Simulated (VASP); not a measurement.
Output of a VASP run:

File OSZICAR:
```
       N       E                     dE             d eps       ncg     rms          rms(c)
DAV:   1     0.873355669917E+02    0.87336E+02   -0.73300E+03   958   0.998E+02
DAV:   2    -0.843130940439E+00   -0.88179E+02   -0.83709E+02  1045   0.247E+02
DAV:   3    -0.378674956328E+01   -0.29436E+01   -0.28950E+01  1050   0.463E+01
DAV:   4    -0.380602715420E+01   -0.19278E-01   -0.19272E-01  1028   0.370E+00
DAV:   5    -0.380631773041E+01   -0.29058E-03   -0.29057E-03  1090   0.436E-01    0.834E+00
DAV:   6    -0.368809820502E+01    0.11822E+00   -0.32304E-01  1030   0.819E+00    0.600E+00
DAV:   7    -0.368440578075E+01    0.36924E-02   -0.37172E-02   980   0.162E+00    0.178E+00
DAV:   8    -0.368349310390E+01    0.91268E-03   -0.23871E-03   980   0.630E-01    0.297E-01
DAV:   9    -0.368346805298E+01    0.25051E-04   -0.20954E-04  1070   0.169E-01    0.384E-02
DAV:  10    -0.368347718159E+01   -0.91286E-05   -0.18568E-05  1000   0.447E-02    0.207E-02
DAV:  11    -0.368348024562E+01   -0.30640E-05   -0.23553E-06   727   0.197E-02    0.575E-03
DAV:  12    -0.368348018696E+01    0.58663E-07   -0.35919E-07   535   0.791E-03
   1 F= -.36834802E+01 E0= -.36830310E+01  d E =-.368348E+01
       N       E                     dE             d eps       ncg     rms          rms(c)
DAV:   1    -0.369355883541E+01   -0.10079E-01   -0.20754E-01   990   0.565E+00    0.753E-01
DAV:   2    -0.368477930719E+01    0.87795E-02   -0.23616E-02   935   0.229E+00    0.254E-01
DAV:   3    -0.368389154109E+01    0.88777E-03   -0.20285E-03  1000   0.462E-01    0.228E-01
DAV:   4    -0.368375729591E+01    0.13425E-03   -0.21535E-04   965   0.101E-01    0.802E-02
DAV:   5    -0.368374853369E+01    0.87622E-05   -0.18571E-05   990   0.540E-02    0.572E-02
DAV:   6    -0.368374726197E+01    0.12717E-05   -0.53917E-06   985   0.246E-02    0.140E-02
DAV:   7    -0.368374691418E+01    0.34779E-06   -0.12008E-06   515   0.154E-02
   2 F= -.36837469E+01 E0= -.36832529E+01  d E =-.266727E-03
       N       E                     dE             d eps       ncg     rms          rms(c)
DAV:   1    -0.368456126226E+01   -0.81400E-03   -0.16209E-02   985   0.157E+00    0.204E-01
DAV:   2    -0.368386909389E+01    0.69217E-03   -0.18797E-03   935   0.651E-01    0.687E-02
DAV:   3    -0.368380168213E+01    0.67412E-04   -0.15930E-04   980   0.128E-01    0.613E-02
DAV:   4    -0.368379367153E+01    0.80106E-05   -0.16493E-05   955   0.279E-02    0.219E-02
DAV:   5    -0.368379343479E+01    0.23674E-06   -0.13946E-06   586   0.156E-02
   3 F= -.36837934E+01 E0= -.36833120E+01  d E =-.313248E-03
```

OUTCAR:
```
------------------------ aborting loop because EDIFF is reached ----------------------------------------
  FORCE on cell =-STRESS in cart. coord.  units (eV):
  Direction    XX          YY          ZZ          XY          YZ          ZX
  --------------------------------------------------------------------------------------
  Total       -0.0004276     -0.0004276     -0.0004276     -0.0000000     -0.0000000      0.0000000
  in kB       -0.0133255     -0.0133255     -0.0133255     -0.0000000     -0.0000000      0.0000000
  external PRESSURE =      -0.0133255 kB  Pullay stress =       0.0000000 kB
  volume of cell :       51.41
      direct lattice vectors                 reciprocal lattice vectors
     3.718241622 -0.000000000  0.000000000     0.268944330  0.000000000  0.000000000
     0.000000000  3.718241622 -0.000000000     0.000000000  0.268944330  0.000000000
    -0.000000000 -0.000000000  3.718241622     0.000000000  0.000000000  0.268944330
 POSITION                                       TOTAL-FORCE (eV/Angst)
 -----------------------------------------------------------------------------------
      0.00000      0.00000      0.00000        -0.000000     -0.000000      0.000000
      1.85912      1.85912      1.85912         0.000000      0.000000      0.000000
 -----------------------------------------------------------------------------------
    total drift:                               -0.000000      0.000000      0.000000
  FREE ENERGIE OF THE ION-ELECTRON SYSTEM (eV)
  ---------------------------------------------------
  free  energy   TOTEN  =        -3.6837934348 eV

  energy  without entropy=       -3.6823489817  energy(sigma->0) =       -3.68331195

 reached required accuracy - stopping structural energy minimisation
```
(Selected blocks of OUTCAR.)

POSCAR:
```
HgTe
1
    3.7111408883    -0.0000000000     0.0000000000
    0.0000000000     3.7111408883    -0.0000000000
    0.0000000000     0.0000000000     3.7111408883
Hg Te
1 1
Direct
  0.0000000000   0.0000000000   0.0000000000
  0.5000000000   0.5000000000   0.5000000000
```

**Question.** Write an INCAR and KPOINTS that could have produced this output.

**Answer.** This is not unique; one that fits is the input of the run itself, PBEsol GGA, plane waves, VASP's PBE PAW potentials (set 64).

**INCAR**
```
! general
SYSTEM   =  HgTe
PREC     =  Accurate
ENCUT    =  400   ! plane-wave cut-off (eV)
LREAL    =  .FALSE.   ! projection in real space or not
LASPH    =  .TRUE.   ! aspherical one-centre terms

! electronic loop
EDIFF    =  1E-6   ! SCF stop (eV)
NELM     =  100   ! most electronic steps
ALGO     =  Normal
LMAXMIX  =  6   ! l cut-off of mixed one-centre charges

! smearing
ISMEAR   =  1   ! Methfessel-Paxton
SIGMA    =  0.1   ! width (eV)

! functional
GGA      =  PS   ! PBEsol

! ions
IBRION   =  2
NSW      =  60   ! most ionic steps
ISIF     =  3   ! ions, shape and volume
EDIFFG   =  -0.01

! output
LWAVE    =  .FALSE.
LCHARG   =  .FALSE.
```

KPOINTS:
```
Automatic
0
G
9 9 9
```

POTCAR, in this order: Hg Te (PBE.64 set). Program: vasp_std.

The structure was generated: HgTe was put into the CsCl type type (Pm-3m), which need not be its known phase. This run relaxes it. Symmetry was kept, so distortions that lower it aren't found. The start is the result of an earlier pass.
